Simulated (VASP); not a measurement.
# B2F (P1) in VASP: single point with BLYP

Aim: the single point of B2F with BLYP.

All numbers are computed with VASP 6.6.1; they aren't measurements. Logs are shortened: lines on timing, memory, paths and dates and some standing lists are left out, and cuts for length are marked.

**1. The structure**

The typed cell holds 3 atoms: a = 2.858 Å, b = 2.843 Å, c = 3.538 Å, α = 90.15°, β = 90.55°, γ = 59.51°.

The cell was built by a generator and needn't be a form met in nature.

**2. Single point, BLYP**

INCAR

```
PREC = Accurate
ENCUT = 520
EDIFF = 1E-6
ISMEAR = 1
SIGMA = 0.0286
LREAL = F
LASPH = T
NELM = 100
ALGO = Normal
ISIF = 2
LWAVE = F
LCHARG = F
GGA = B5
ALDAX = 1.0
AGGAX = 1.0
AGGAC = 1.0
ALDAC = 0.0
NBANDS = 14
```

KPOINTS

```
Automatic mesh
0
Gamma
  7 7 5
  0.5 0 0.5
```

POSCAR

```
B2F
1.0
    1.4218310000      2.4786820000     -0.0137380000
   -1.4071280000      2.4701940000     -0.0037080000
   -0.0125980000     -0.0126500000      3.5383670000
B F
2 1
Direct
    0.3187310000      0.3335960000      0.4923370000
    0.6481100000      0.6970360000      0.4728190000
    0.0576900000      0.9863560000      0.0028570000
```

Potentials or basis: VASP PAW PBE potentials, release 64 (B, F).

Launch:

```sh
$ cat potpaw_PBE.64/B/POTCAR potpaw_PBE.64/F/POTCAR > POTCAR
$ mpirun -np 1 vasp_std > vasp.out
```

OUTCAR:

```text
PREC = Accurate
   ENCUT = 520
   EDIFF = 1E-6
   ISMEAR = 1
   LREAL = F
   LASPH = T
   NELM = 100
   ISIF = 2
   GGA = B5

 ion  position               nearest neighbor table
   1  0.319  0.334  0.492-   2 1.56   2 1.65   2 1.72
   2  0.648  0.697  0.473-   1 1.56   1 1.65   1 1.72
   3  0.058  0.986  0.003-

  LATTYP: Found a triclinic cell.
 ALAT       =     2.8575612998
 B/A-ratio  =     0.9900013393
 C/A-ratio  =     1.2382628640
 COS(alpha) =     0.0071164326
 COS(beta)  =     0.0096800930
 COS(gamma) =     0.5001822081

  Lattice vectors:

 A1 = (   1.4218310000,   2.4786820000,  -0.0137380000)
 A2 = (   2.8289590000,   0.0084880000,  -0.0100300000)
 A3 = (   0.0125980000,   0.0126500000,  -3.5383670000)

Analysis of symmetry for initial positions (statically):
=====================================================================
 Subroutine PRICEL returns:
 Original cell was already a primitive cell.

 Routine SETGRP: Setting up the symmetry group for a
 triclinic supercell.

 Subroutine GETGRP returns: Found  1 space group operations
 (whereof  1 operations were pure point group operations)
 out of a pool of  2 trial point group operations.

The static configuration has the point symmetry C_1 .

Analysis of symmetry for dynamics (positions and initial velocities):
=====================================================================
 Subroutine PRICEL returns:
 Original cell was already a primitive cell.

 Routine SETGRP: Setting up the symmetry group for a
 triclinic supercell.

 Subroutine GETGRP returns: Found  1 space group operations
 (whereof  1 operations were pure point group operations)
 out of a pool of  2 trial point group operations.

The dynamic configuration has the point symmetry C_1 .

 Subroutine INISYM returns: Found  1 space group operations
 (whereof  1 operations are pure point group operations),
 and found     1 'primitive' translations

----------------------------------------------------------------------------------------

                                     Primitive cell

  volume of cell :      24.7680

  direct lattice vectors                    reciprocal lattice vectors
     1.421831000  2.478682000 -0.013738000     0.352890768  0.201024617  0.001975114
    -1.407128000  2.470194000 -0.003708000    -0.354098243  0.203116219 -0.000534571
[... 99 lines left out ...]
   NUPDOWN=      -1.0000    fix difference up-down
   EMIN   =  10.00;   EMAX   =-10.00  energy-range for DOS
   EFERMI =   0.00;   METHOD = LEGACY
   ISMEAR =     1;   SIGMA  =   0.03  broadening in eV -4-tet -1-fermi 0-gaus
   EFERMI_NEDOS =   21; number of points for ismear=-14 and -15
   IALGO  =     38    algorithm
   IMIX   =      4    mixing-type and parameters
     AMIX     =   0.40;   BMIX     =  1.00
     AMIX_MAG =   1.60;   BMIX_MAG =  1.00
  volume/ion in A,a.u.               =       8.26        55.71
  Fermi-wavevector in a.u.,A,eV,Ry     =   1.320562  2.495501 23.726988  1.743884
  Thomas-Fermi vector in A             =   2.450379
   LORBIT       =      0    0 simple, 1 ext, 2 COOP (PROOUT), +10 PAW based schemes
   GGA     = B5    functional components
   LHFCALC =     F    Hartree Fock is set to
   AEXX    =    0.0000 exact exchange contribution
   IVDW    =     0    specifies the selected vdW correction
   LEPSILON=     F    determine dielectric tensor
   LRPA    =     F    only Hartree local field effects (RPA)
 non-spin polarized calculation
 Methfessel and Paxton  Order N= 1 SIGMA  =   0.03
  energy-cutoff  :      520.00
  volume of cell :       24.77
 maximum number of plane-waves:       682
 NGX is ok and might be reduce to    24
   NGX = 11   NGY = 11   NGZ = 13

 number of electron      13.0000002 magnetization

 Free energy of the ion-electron system (eV)
  ---------------------------------------------------
  ext. energy  EPLUGINS =         0.00000000
  ---------------------------------------------------
  free energy    TOTEN  =       -12.84717952 eV

  energy without entropy =      -12.84684495  energy(sigma->0) =      -12.84706799

 E-fermi :   3.0543     XC(G=0): -10.5218

 val. band max:        3.0519101228   @ k =   0.2143   0.2857   0.3000
 cond. band min:       3.0585907841   @ k =  -0.2143  -0.2857   0.3000
 fundamental gap:      0.0066806614
 Fermi energy:         3.0542557875

 k-point     1 :       0.0714    0.0000    0.1000
  band No.  band energies     occupation
      1     -19.2826      2.00000
      2      -6.6596      2.00000
      3      -2.0223      2.00000
      4       0.3306      2.00000
      5       0.4492      2.00000
      6       3.9990      0.00000
      7       5.2692      0.00000
      8       5.6982      0.00000
      9      12.6412      0.00000
     10      14.3152      0.00000
     11      15.2038      0.00000
     12      16.5601      0.00000
     13      17.8454      0.00000
     14      25.7904      0.00000
[... 377 lines left out ...]
      1     -18.8224      2.00000
      2      -5.2192      2.00000
      3      -2.1958      2.00000
      4      -0.7306      2.00000
      5      -0.1098      2.00000
      6       1.0787      2.00000
      7       2.8358      2.00000
      8       5.7836      0.00000
      9      11.2007      0.00000
     10      13.1416      0.00000
     11      18.3767      0.00000
     12      20.5106      0.00000
     13      21.8165      0.00000
     14      23.6849      0.00000

 [... further k-points ...]

------------------------ aborting loop because EDIFF is reached ----------------------------------------

  FORCE on cell =-STRESS in cart. coord.  units (eV):
  Direction    XX          YY          ZZ          XY          YZ          ZX
  --------------------------------------------------------------------------------------
  -------------------------------------------------------------------------------------
  Total        6.5014388      2.4545087      4.6359815     -1.8638640     -0.0914650     -0.3456622
  in kB      420.5607589    158.7756340    299.8892945   -120.5683999     -5.9166298    -22.3599670
  external PRESSURE =     293.0752291 kB  Pullay stress =       0.0000000 kB

 VOLUME and BASIS-vectors are now :
 -----------------------------------------------------------------------------
  energy-cutoff  :      520.00
  volume of cell :       24.77
      direct lattice vectors                 reciprocal lattice vectors
     1.421831000  2.478682000 -0.013738000     0.352890768  0.201024617  0.001975114
    -1.407128000  2.470194000 -0.003708000    -0.354098243  0.203116219 -0.000534571
    -0.012598000 -0.012650000  3.538367000     0.000999053  0.000993348  0.282623355

 POSITION                                       TOTAL-FORCE (eV/Angst)
 -----------------------------------------------------------------------------------
     -0.02243      1.60785      1.73645        -1.188741      0.483764      0.237794
     -0.06527      3.32229      1.66152         0.862553     -0.728797      0.069857
     -1.30594      2.57945      0.00566         0.326188      0.245033     -0.307651
 -----------------------------------------------------------------------------------
    total drift:                               -0.000183      0.000032     -0.000501

  FREE ENERGIE OF THE ION-ELECTRON SYSTEM (eV)
  ---------------------------------------------------
  free  energy   TOTEN  =       -12.8471795170 eV

  energy  without entropy=      -12.8468449483  energy(sigma->0) =      -12.84706799
```

OSZICAR:

```text
N       E                     dE             d eps       ncg     rms          rms(c)
DAV:   1     0.277889941894E+02    0.27789E+02   -0.59747E+03  3452   0.805E+02
DAV:   2    -0.126886970801E+02   -0.40478E+02   -0.38232E+02  4368   0.174E+02
DAV:   3    -0.135899293639E+02   -0.90123E+00   -0.89258E+00  4368   0.220E+01
DAV:   4    -0.135914397762E+02   -0.15104E-02   -0.15103E-02  4002   0.114E+00
DAV:   5    -0.135914433774E+02   -0.36012E-05   -0.36011E-05  4434   0.523E-02    0.607E+00
DAV:   6    -0.130310118312E+02    0.56043E+00   -0.70124E-01  4236   0.609E+00    0.331E+00
DAV:   7    -0.128898227923E+02    0.14119E+00   -0.94086E-01  4272   0.594E+00    0.185E+00
DAV:   8    -0.128485953346E+02    0.41227E-01   -0.21655E-01  4440   0.340E+00    0.500E-01
DAV:   9    -0.128491361947E+02   -0.54086E-03   -0.45092E-02  4110   0.145E+00    0.362E-01
DAV:  10    -0.128474774788E+02    0.16587E-02   -0.21897E-02  4116   0.948E-01    0.101E-01
DAV:  11    -0.128471776664E+02    0.29981E-03   -0.21709E-03  4140   0.319E-01    0.245E-02
DAV:  12    -0.128471796648E+02   -0.19984E-05   -0.89691E-05  3948   0.738E-02    0.141E-02
DAV:  13    -0.128471795162E+02    0.14863E-06   -0.11414E-05  3984   0.243E-02    0.267E-03
DAV:  14    -0.128471795170E+02   -0.88323E-09   -0.12361E-06  2364   0.791E-03
   1 F= -.12847180E+02 E0= -.12847068E+02  d E =-.334569E-03
```

Run time: 26 s. Hardware: 1 thread of Intel Xeon Platinum 8375C at 2.90GHz (Ice Lake), shared host; peak memory 0.16 GiB.

Results:

```
Free energy            : -12.8472 eV
Pressure               : 29.3 GPa
Largest force          : 1.305 eV/Å
Band gap on the k mesh : none (metal or under the smearing width)
```

Forces in eV/Å, atoms in the order of the input:
```
B   -1.189  0.484  0.238
B    0.863 -0.729  0.070
F    0.326  0.245 -0.308
```

Levels at points of the mesh, in eV from the Fermi level:
```tsv
k point	band 3	band 4	band 5	band 6	band 7	band 8	band 9	band 10	band 11	band 12
(0.50, 0.00, 0.50)	-6.34	-5.36	-2.94	-1.03	-0.82	4.38	5.40	10.63	19.62	19.82
```

Caveat: the k mesh is coarse (spacing up to 0.37 Å⁻¹), so the values aren't converged; a pressure of tens of GPa on the cell as given is suspect, and the run, the potentials or the cell itself is likely at fault; the PAW data sets were made with another functional, which shifts forces and pressure a little; an odd number of electrons without spin polarisation forces a metal; a magnetic or distorted state may lie lower.
